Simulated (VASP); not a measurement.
```xyz
3
Lattice="0.0000 2.6773 2.6773 2.6773 0.0000 2.6773 2.6773 2.6773 0.0000" Properties=species:S:1:pos:R:3 pbc="T T T"
Ca     0.0000     0.0000     0.0000
F      1.3387     1.3387     1.3387
F      4.0160     4.0160     4.0160
```

These are rev-vdW-DF2, VASP's PBE PAW potentials (set 64) (plane waves; VASP) values and carry that method's errors. Run with 520 eV cut-off, 7×7×7 Γ-centred mesh, Gaussian smearing of 0.050 eV, potentials Ca_sv F.

Q: Estimate the energy per atom (σ→0), pressure.

A: 
```json
{
 "energy per atom (σ→0)": "-4.058 eV/atom",
 "pressure": "5.86 GPa"
}
```

Total energies compare only between runs with the same potentials, cut-off and functional.

The compound is CaF2 in the fluorite structure. This cell is one point of a volume scan, at 0.94 of the reference volume.
